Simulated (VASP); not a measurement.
Computed with PW91 GGA, VASP's PBE PAW potentials (set 64) (plane waves; VASP 6.6.1).

VASP input:

### KPOINTS
```
Automatic
0
gamma
11 11 11
0 0 0
```

INCAR:
```
SYSTEM = Cr
PREC = Accurate
ENCUT = 400
EDIFF = 1E-6
NELM = 100
ALGO = Normal
LREAL = .FALSE.
LASPH = .TRUE.
ISMEAR = 1
SIGMA = 0.1
GGA = 91
LMAXMIX = 4
ISPIN = 2
MAGMOM = 1.5 -1.5
LORBIT = 10
LWAVE = .FALSE.
LCHARG = .FALSE.
ISIF = 2
```

File POSCAR:
```
Cr
1
    2.8800000000     0.0000000000     0.0000000000
    0.0000000000     2.8800000000     0.0000000000
    0.0000000000     0.0000000000     2.8800000000
Cr
2
Direct
  0.0000000000   0.0000000000   0.0000000000
  0.5000000000   0.5000000000   0.5000000000
```

POTCAR, in this order: Cr_pv (PBE.64 set). Program: vasp_std.

Output of the run:

**OUTCAR**
```
 ion  position               nearest neighbor table
   1  0.000  0.000  0.000-   2 2.49   2 2.49   2 2.49   2 2.49   2 2.49   2 2.49   2 2.49   2 2.49
  LATTYP: Found a simple cubic cell.
 ALAT       =     2.8800000000
 Subroutine PRICEL returns following result:
  LATTYP: Found a body centered cubic cell.
 ALAT       =     2.8800000000
 Subroutine GETGRP returns: Found 48 space group operations
The static configuration has the point symmetry O_h .
The dynamic configuration has the point symmetry O_h .
The overall configuration has the point symmetry O_h .
 Subroutine INISYM returns: Found 48 space group operations
 Subroutine IBZKPT returns following result:
 Found     56 irreducible k-points:

 Following reciprocal coordinates:
            Coordinates               Weight
  0.000000  0.000000  0.000000      1.000000
  0.090909  0.000000  0.000000      6.000000
  0.181818  0.000000  0.000000      6.000000
  0.272727  0.000000  0.000000      6.000000
  0.363636  0.000000  0.000000      6.000000
  0.454545  0.000000  0.000000      6.000000
  0.090909  0.090909  0.000000     12.000000
  0.181818  0.090909  0.000000     24.000000
...
```

OSZICAR:
```
       N       E                     dE             d eps       ncg     rms          rms(c)
DAV:   1     0.194659286987E+03    0.19466E+03   -0.12620E+04  3624   0.152E+03
DAV:   2    -0.150276411963E+02   -0.20969E+03   -0.20803E+03  3880   0.448E+02
DAV:   3    -0.219168066236E+02   -0.68892E+01   -0.66859E+01  4560   0.909E+01
DAV:   4    -0.220100510381E+02   -0.93244E-01   -0.92564E-01  4520   0.108E+01
DAV:   5    -0.220119485448E+02   -0.18975E-02   -0.18974E-02  4784   0.121E+00    0.181E+01
DAV:   6    -0.189504599577E+02    0.30615E+01   -0.19338E+01  3952   0.522E+01    0.486E+00
DAV:   7    -0.189633618410E+02   -0.12902E-01   -0.26805E-01  3968   0.709E+00    0.284E+00
DAV:   8    -0.189622164243E+02    0.11454E-02   -0.16949E-02  4744   0.161E+00    0.109E+00
DAV:   9    -0.189559776713E+02    0.62388E-02   -0.15647E-02  4408   0.128E+00    0.268E-01
DAV:  10    -0.189566778988E+02   -0.70023E-03   -0.14947E-03  4832   0.472E-01    0.111E-01
DAV:  11    -0.189568023312E+02   -0.12443E-03   -0.11699E-03  5120   0.202E-01    0.811E-02
DAV:  12    -0.189569003958E+02   -0.98065E-04   -0.20930E-03  4536   0.298E-01    0.351E-02
DAV:  13    -0.189569230566E+02   -0.22661E-04   -0.15081E-04  4528   0.941E-02    0.212E-02
DAV:  14    -0.189569301494E+02   -0.70928E-05   -0.50733E-05  4488   0.382E-02    0.130E-02
DAV:  15    -0.189569333582E+02   -0.32088E-05   -0.11399E-04  4672   0.642E-02    0.229E-03
DAV:  16    -0.189569334962E+02   -0.13799E-06   -0.18491E-06  2016   0.128E-02
   1 F= -.18956933E+02 E0= -.18957243E+02  d E =0.929419E-03  mag=     0.0000
```

OUTCAR:
```
------------------------ aborting loop because EDIFF is reached ----------------------------------------
  FORCE on cell =-STRESS in cart. coord.  units (eV):
  Direction    XX          YY          ZZ          XY          YZ          ZX
  --------------------------------------------------------------------------------------
  Total       -0.9892628     -0.9892628     -0.9892628     -0.0000000     -0.0000000      0.0000000
  in kB      -66.3505886    -66.3505886    -66.3505886     -0.0000000     -0.0000000      0.0000000
  external PRESSURE =     -66.3505886 kB  Pullay stress =       0.0000000 kB
  volume of cell :       23.89
      direct lattice vectors                 reciprocal lattice vectors
     2.880000000  0.000000000  0.000000000     0.347222222  0.000000000  0.000000000
     0.000000000  2.880000000  0.000000000     0.000000000  0.347222222  0.000000000
     0.000000000  0.000000000  2.880000000     0.000000000  0.000000000  0.347222222
 POSITION                                       TOTAL-FORCE (eV/Angst)
 -----------------------------------------------------------------------------------
      0.00000      0.00000      0.00000         0.000000      0.000000      0.000000
      1.44000      1.44000      1.44000        -0.000000     -0.000000     -0.000000
 -----------------------------------------------------------------------------------
    total drift:                               -0.000000      0.000000      0.000000
  FREE ENERGIE OF THE ION-ELECTRON SYSTEM (eV)
  ---------------------------------------------------
  free  energy   TOTEN  =       -18.9569334962 eV

  energy  without entropy=      -18.9578629149  energy(sigma->0) =      -18.95724330

 total charge

# of ion       s       p       d       tot
------------------------------------------
    1        0.417   6.381   4.194  10.992
    2        0.417   6.381   4.194  10.992
--------------------------------------------------
tot          0.835  12.762   8.387  21.984

 magnetization (x)

# of ion       s       p       d       tot
------------------------------------------
    1        0.010   0.004   0.896   0.910
    2       -0.010  -0.004  -0.896  -0.910
--------------------------------------------------
tot          0.000   0.000   0.000   0.000
```
(Selected blocks of OUTCAR.)

The compound is Cr in the bcc, AFM order structure. The cell was not relaxed at this level. The run is one of a series of settings (GGA = 91 against the base run), some of them coarse on purpose.
